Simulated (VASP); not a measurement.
Method: PBE GGA, VASP's PBE PAW potentials (set 64) (plane waves; VASP 6.6.1).

Input for VASP

INCAR:
```
ALGO=Fast
EDIFF=1E-6
ENCUT=400
GGA=PE
ISMEAR=0
ISPIN=2
ISYM=0
LASPH=T
LCHARG=F
LHYPERFINE=T
LMAXMIX=4
LORBIT=11
LREAL=Auto
LWAVE=T
MAGMOM=63*0.0159
NELM=100
NELMIN=4
NUPDOWN=1
PREC=Normal
SIGMA=0.05
SYSTEM=VC31Si31
```

File KPOINTS:
```
Automatic mesh
0
Gamma
1 1 1
0 0 0
```

**POSCAR**
```
VC31Si31
1
    8.7583314357     0.0000000000     0.0000000000
    0.0000000000     8.7583314357     0.0000000000
    0.0000000000     0.0000000000     8.7583314357
Si C V
31 31 1
Direct
  0.4983542371   0.0009283460   0.0014179764
  0.7497732172   0.2501097355   0.0007615191
  0.7497473255   0.0002805545   0.2506387781
  0.9995067917   0.0002299722   0.0008257037
  0.2490925268   0.2481594479   0.0002765477
  0.4994681344   0.5002744259   0.9990780055
  0.7516019195   0.7506560996   0.0001667255
  0.2491365139   0.9996091145   0.2487214778
  0.4943441331   0.2474846002   0.2479329704
  0.7525040784   0.5055912308   0.2476848568
  0.4994528965   0.9985846769   0.5009413854
  0.7532491520   0.2465014181   0.5067156911
  0.7516421863   0.9994825637   0.7513611515
  0.9989398273   0.5015520403   0.0014109132
  0.2504029455   0.7495039348   0.0003731356
  0.9995324770   0.2500276102   0.2505714707
  0.2495233029   0.5007778746   0.2494552460
  0.4990335771   0.7502173882   0.2494834241
  0.9991037574   0.0006418360   0.5021341298
  0.2496326646   0.2488274228   0.5013179511
  0.7508809635   0.7500337109   0.5013515720
  0.2502920761   0.9998412159   0.7500843502
  0.4989331949   0.2489995339   0.7507120851
  0.7508030106   0.5008416940   0.7506283276
  0.0002021529   0.7507205094   0.2487084962
  0.0011909627   0.5002671931   0.5008124122
  0.2516054149   0.7481316134   0.5018224336
  0.0002666113   0.2481637019   0.7513350816
  0.2516908453   0.5011700865   0.7485554174
  0.4986438564   0.7480399443   0.7486023052
  0.9998951926   0.7494081377   0.7500449381
  0.6249096078   0.1269487508   0.1274765330
  0.8729841861   0.3748328377   0.1273679350
  0.8732238390   0.1266020368   0.3754525677
  0.1238939857   0.1249511111   0.1255959732
  0.3745770888   0.3759985777   0.1245922509
  0.6237673002   0.6252133537   0.1245398807
  0.8747444020   0.8759010719   0.1255895003
  0.3746569376   0.1240472578   0.3764049553
  0.8758179304   0.6251366232   0.3763919865
  0.6238664010   0.1238962423   0.6259319855
  0.8758163973   0.3759134786   0.6258268903
  0.8747921374   0.1249728717   0.8764810467
  0.1240166161   0.6253515961   0.1246943054
  0.3745973706   0.8758705510   0.1247750279
  0.1253101824   0.3745414042   0.3752127781
  0.3718399408   0.6278441538   0.3704955625
  0.6251409001   0.8744534853   0.3752551436
  0.1240291523   0.1240954598   0.6258837849
  0.3721025266   0.3698968001   0.6280904281
  0.6297912134   0.6276513461   0.6280975405
  0.8756121175   0.8757487547   0.6258360974
  0.3744993827   0.1242512839   0.8763921238
  0.6251371534   0.3745883542   0.8750220214
  0.8755737945   0.6252635474   0.8763819763
  0.1240997217   0.8757057886   0.3765436539
  0.1248822967   0.6248498128   0.6254284382
  0.3748945397   0.8748198734   0.6255407454
  0.1241453728   0.3759427914   0.8763511959
  0.3748908812   0.6248700893   0.8752422958
  0.6238045816   0.8756634358   0.8762966819
  0.1246481758   0.8750979147   0.8757025843
  0.5106989216   0.4887527103   0.4887376309
```

POTCAR, in this order: Si C V_sv (PBE.64 set). Program: vasp_gam. Read from the step before: WAVECAR.

Output of the run:

OUTCAR:
```
 ion  position               nearest neighbor table
   1  0.498  0.001  0.001-  45 1.88  53 1.88  61 1.90  32 1.91   9 3.05   5 3.07   8 3.08  18 3.09
                            23 3.09  15 3.09  22 3.09   2 3.10   3 3.10  13 3.12   7 3.12  30 3.13
   2  0.750  0.250  0.001-  43 1.89  33 1.89  32 1.90  54 1.90  16 3.09   4 3.09   3 3.09  28 3.10
                            13 3.10   6 3.10   1 3.10  14 3.10  24 3.10  23 3.10  10 3.11   9 3.11
   3  0.750  0.000  0.251-  38 1.89  34 1.89  32 1.89  48 1.90  16 3.09   4 3.09   2 3.09  25 3.10
                             7 3.10  11 3.10   1 3.10  18 3.10  19 3.10  21 3.10  12 3.11   9 3.11
   4  1.000  0.000  0.001-  43 1.89  38 1.89  35 1.89  62 1.90  13 3.08  25 3.08  28 3.08   7 3.08
                             5 3.08   8 3.08  16 3.09   3 3.09   2 3.09  22 3.11  31 3.11  15 3.11
   5  0.249  0.248  0.000-  53 1.89  35 1.89  59 1.90  36 1.91   9 3.05   1 3.07   8 3.08   4 3.08
                            28 3.08  22 3.09  23 3.09  16 3.10  17 3.11   6 3.11  14 3.12  29 3.13
   6  0.499  0.500  0.999-  60 1.89  36 1.89  37 1.89  54 1.90  30 3.09  15 3.09  29 3.09  23 3.09
                            24 3.10  17 3.10  18 3.10   2 3.10   9 3.11  10 3.11   5 3.11   7 3.11
   7  0.752  0.751  0.000-  55 1.89  38 1.89  61 1.90  37 1.91  10 3.05  14 3.07  25 3.08   4 3.08
                            13 3.08  31 3.09  24 3.09   3 3.10  18 3.11   6 3.11   1 3.12  30 3.12
   8  0.249  1.000  0.249-  45 1.89  35 1.89  56 1.91  39 1.91   9 3.05   1 3.08   5 3.08   4 3.08
                            25 3.08  15 3.09  18 3.09  16 3.10  20 3.11  11 3.11  19 3.12  27 3.12
   9  0.494  0.247  0.248-  39 1.88  36 1.88  32 1.88  63 2.99   5 3.05   8 3.05   1 3.05  20 3.09
                            17 3.09   6 3.11  11 3.11   2 3.11   3 3.11
  10  0.753  0.506  0.248-  37 1.88  40 1.88  33 1.88  63 2.99   7 3.05  14 3.05  25 3.05  18 3.09
                            21 3.09   6 3.11  26 3.11   2 3.11  16 3.11
  11  0.499  0.999  0.501-  58 1.89  41 1.89  39 1.90  48 1.90  30 3.09  22 3.09  27 3.09  18 3.10
                            21 3.10  20 3.10  23 3.10   3 3.10  12 3.11   9 3.11   8 3.11  13 3.11
  12  0.753  0.247  0.507-  42 1.88  41 1.88  34 1.88  63 3.01  28 3.04  13 3.04  19 3.05  24 3.09
                            23 3.09  26 3.11  11 3.11   3 3.11  16 3.11
...
```

**OSZICAR**
```
       N       E                     dE             d eps       ncg     rms          rms(c)
DAV:   1    -0.468629219921E+03   -0.46863E+03   -0.58195E-05   800   0.158E-02    0.300E-02
RMM:   2    -0.468629272523E+03   -0.52602E-04   -0.13538E-04   703   0.215E-02    0.887E-02
RMM:   3    -0.468629210778E+03    0.61745E-04   -0.47818E-05   644   0.165E-02    0.553E-03
RMM:   4    -0.468629212114E+03   -0.13361E-05   -0.26889E-06   508   0.316E-03    0.138E-03
RMM:   5    -0.468629212290E+03   -0.17579E-06   -0.36053E-07   470   0.163E-03
   1 F= -.46862921E+03 E0= -.46862921E+03  d E =-.161467E-05  mag=     1.0000
```

**OUTCAR**
```
------------------------ aborting loop because EDIFF is reached ----------------------------------------
  FORCE on cell =-STRESS in cart. coord.  units (eV):
  Direction    XX          YY          ZZ          XY          YZ          ZX
  --------------------------------------------------------------------------------------
  Total       -4.4092354     -4.4436834     -4.4852656      0.8235114     -0.9330452      0.9325926
  in kB      -10.5150113    -10.5971617    -10.6963258      1.9638851     -2.2250980      2.2240185
  external PRESSURE =     -10.6028329 kB  Pullay stress =       0.0000000 kB
  volume of cell :      671.84
      direct lattice vectors                 reciprocal lattice vectors
     8.758331436  0.000000000  0.000000000     0.114176999  0.000000000  0.000000000
     0.000000000  8.758331436  0.000000000     0.000000000  0.114176999  0.000000000
     0.000000000  0.000000000  8.758331436     0.000000000  0.000000000  0.114176999
 POSITION                                       TOTAL-FORCE (eV/Angst)
 -----------------------------------------------------------------------------------
      4.36475      0.00813      0.01242        -0.008435      0.001066      0.000148
      6.56676      2.19054      0.00667        -0.008701     -0.011939      0.009826
      6.56654      0.00246      2.19518        -0.008046     -0.003210     -0.000935
      8.75401      0.00201      0.00723         0.004993      0.001339      0.002978
      2.18163      2.17346      0.00242         0.007189     -0.001035     -0.008916
      4.37451      4.38157      8.75026        -0.002837      0.003126      0.011785
      6.58278      6.57449      0.00146        -0.000116      0.005351      0.000824
      2.18202      8.75491      2.17839         0.004472     -0.002935      0.004602
      4.32963      2.16755      2.17148         0.001393     -0.005585     -0.003011
      6.59068      4.42814      2.16931         0.008971     -0.004145      0.000965
      4.37437      8.74594      4.38741        -0.004965      0.003737     -0.007887
      6.59721      2.15894      4.43798        -0.010392      0.000807     -0.021658
      6.58313      8.75380      6.58067         0.001544     -0.001656     -0.010639
      8.74905      4.39276      0.01236         0.004744     -0.004135     -0.001412
      2.19311      6.56440      0.00327        -0.007312      0.004689     -0.000173
      8.75424      2.18982      2.19459         0.005100     -0.002840      0.004218
      2.18541      4.38598      2.18481        -0.002051     -0.003353      0.003455
      4.37070      6.57065      2.18506        -0.002291      0.005468      0.009831
      8.75048      0.00562      4.39786        -0.002658      0.011413      0.000362
      2.18637      2.17931      4.39071        -0.005178     -0.002798      0.001469
      6.57646      6.56904      4.39100        -0.001457      0.012696     -0.002802
      2.19214      8.75694      6.56949         0.002928      0.005500      0.004029
      4.36982      2.18082      6.57499        -0.002106     -0.009056      0.002557
      6.57578      4.38654      6.57425        -0.006030      0.001754      0.008605
      0.00177      6.57506      2.17827         0.002710     -0.004874      0.002539
      0.01043      4.38151      4.38628        -0.004885      0.004623      0.004486
      2.20364      6.55238      4.39513         0.004080      0.004473      0.002701
      0.00234      2.17350      6.58044         0.002026     -0.003412     -0.003141
      2.20439      4.38941      6.55610         0.003310     -0.003045     -0.000334
      4.36729      6.55158      6.55651        -0.002091      0.002779     -0.006176
      8.75741      6.56356      6.56914         0.002413      0.010632      0.000201
      5.47317      1.11186      1.11648         0.011773      0.000850     -0.000535
      7.64588      3.28291      1.11553        -0.002843      0.007731      0.004447
      7.64798      1.10882      3.28834        -0.015314      0.009471     -0.003194
      1.08510      1.09436      1.10001         0.002291      0.011285      0.003651
      3.28067      3.29312      1.09122         0.004433      0.000464      0.004577
      5.46316      5.47583      1.09076         0.001459     -0.005785      0.003369
      7.66130      7.67143      1.09995        -0.007102     -0.006505      0.004850
      3.28137      1.08645      3.29668         0.004512     -0.004996      0.010472
      7.67070      5.47515      3.29657        -0.006432     -0.003266      0.000178
      5.46403      1.08512      5.48212        -0.002817      0.007386     -0.007182
      7.67069      3.29237      5.48120         0.007679      0.001605      0.001924
      7.66172      1.09455      7.67651        -0.004441      0.008753     -0.005936
      1.08618      5.47704      1.09211        -0.004218     -0.007851     -0.000701
      3.28085      7.67116      1.09282        -0.004521     -0.007178     -0.014076
      1.09751      3.28036      3.28624        -0.011678      0.007290      0.001131
      3.25670      5.49887      3.24492         0.018376     -0.006380      0.001403
      5.47519      7.65875      3.28661         0.003636      0.008766      0.007041
      1.08629      1.08687      5.48170        -0.010087      0.007070     -0.005149
      3.25900      3.23968      5.50102         0.001799      0.008255      0.001090
      5.51592      5.49718      5.50109         0.000833     -0.022533     -0.009895
      7.66890      7.67010      5.48128         0.000583      0.000115      0.001325
      3.27999      1.08823      7.67573         0.005473     -0.005588      0.004613
      5.47516      3.28077      7.66373         0.002802      0.013545      0.003659
      7.66857      5.47627      7.67564        -0.004998     -0.008713      0.001027
      1.08691      7.66972      3.29789         0.005285     -0.004199     -0.006129
      1.09376      5.47264      5.47771         0.004676     -0.003092      0.003874
      3.28345      7.66196      5.47869        -0.001926     -0.008022     -0.005198
      1.08731      3.29263      7.67537        -0.009441      0.002886     -0.006593
      3.28342      5.47282      7.66566         0.005541     -0.004870      0.000982
      5.46349      7.66935      7.67490         0.007411      0.003037      0.002545
      1.09171      7.66440      7.66969         0.006189     -0.009781     -0.005590
      4.47287      4.28066      4.28053         0.014742     -0.005186     -0.000477
 -----------------------------------------------------------------------------------
    total drift:                               -0.045179      0.012274      0.114837
  FREE ENERGIE OF THE ION-ELECTRON SYSTEM (eV)
  ---------------------------------------------------
  free  energy   TOTEN  =      -468.6292122900 eV

  energy  without entropy=     -468.6292106753  energy(sigma->0) =     -468.62921148

 total charge

# of ion       s       p       d       tot
------------------------------------------
    1        0.699   0.960   0.000   1.660
    2        0.698   0.963   0.000   1.661
    3        0.698   0.963   0.000   1.661
    4        0.697   0.966   0.000   1.663
    5        0.700   0.958   0.000   1.658
    6        0.697   0.966   0.000   1.663
    7        0.700   0.957   0.000   1.658
    8        0.700   0.957   0.000   1.658
    9        0.722   0.908   0.000   1.630
   10        0.722   0.909   0.000   1.630
   11        0.697   0.965   0.000   1.663
   12        0.722   0.910   0.000   1.632
   13        0.700   0.957   0.000   1.658
   14        0.699   0.961   0.000   1.660
   15        0.697   0.961   0.000   1.658
   16        0.698   0.963   0.000   1.661
   17        0.698   0.964   0.000   1.662
   18        0.698   0.964   0.000   1.662
   19        0.699   0.961   0.000   1.661
   20        0.698   0.965   0.000   1.662
   21        0.698   0.964   0.000   1.662
...
```
(Selected blocks of OUTCAR.)

File OUTCAR:
```
 val. band max:        8.9461617137   @ k =   0.0000   0.0000   0.0000

 cond. band min:       9.1164048892   @ k =   0.0000   0.0000   0.0000


 Fermi energy:         8.9533301013

 spin component 1

 k-point     1 :       0.0000    0.0000    0.0000
  band No.  band energies     occupation
      1     -55.6536      1.00000
      2     -29.6065      1.00000
      3     -29.6045      1.00000
      4     -29.4249      1.00000
      5      -7.3541      1.00000
      6      -5.8984      1.00000
      7      -5.8949      1.00000
      8      -5.8140      1.00000
      9      -5.8124      1.00000
     10      -5.7501      1.00000
     11      -5.5115      1.00000
     12      -4.5171      1.00000
     13      -4.5137      1.00000
     14      -4.5000      1.00000
     15      -4.4956      1.00000
     16      -4.4936      1.00000
     17      -4.4744      1.00000
     18      -4.3822      1.00000
     19      -4.3799      1.00000
     20      -4.3500      1.00000
     21      -4.3484      1.00000
     22      -4.1776      1.00000
     23      -3.9904      1.00000
     24      -3.9269      1.00000
     25      -3.9259      1.00000
     26      -3.7209      1.00000
     27      -2.9213      1.00000
     28      -2.5074      1.00000
     29      -2.5059      1.00000
     30      -2.3399      1.00000
     31      -2.3099      1.00000
     32      -2.2485      1.00000
     33      -2.2468      1.00000
     34      -2.1476      1.00000
     35      -2.1467      1.00000
     36      -0.6249      1.00000
     37      -0.4920      1.00000
     38      -0.4622      1.00000
     39      -0.4615      1.00000
     40       0.1432      1.00000
     41       0.1435      1.00000
     42       0.2749      1.00000
     43       0.7294      1.00000
     44       0.8419      1.00000
     45       0.8537      1.00000
     46       0.8555      1.00000
     47       0.9189      1.00000
     48       0.9199      1.00000
     49       1.6364      1.00000
...
```

At this cut-off the stress carries a Pulay error, which pulls relaxed volumes low.  The supercell is sampled at Γ alone, which is coarse: total energies, pressure and levels can be off, energies of defects by several tenths of an eV.

The cell is a supercell with a defect, built from SiC (zinc blende): V_Si-vac_C.
